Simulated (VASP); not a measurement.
Given:

```xyz
2
Lattice="0.0000 2.5428 2.5428 2.5428 0.0000 2.5428 2.5428 2.5428 0.0000" Properties=species:S:1:pos:R:3 pbc="T T T"
Mg     0.0000     2.5428     2.5428
S      2.5428     2.5428     2.5428
```

The numbers are results of r2SCAN meta-GGA, VASP's PBE PAW potentials (set 64) (plane waves; VASP 6.6.1), not measurements. Settings: 520 eV cut-off, 9×9×9 Γ-centred mesh, Gaussian smearing of 0.050 eV, potentials Mg S.

Q: What does the run give for the energy per atom (σ→0), pressure?

A: 
energy per atom (σ→0): -7.737 eV/atom
pressure: 5.77 GPa

Only differences to runs with the same potentials and settings are physical.

The compound is MgS in the rock salt structure. This cell is one point of a volume scan, at 0.94 of the reference volume.
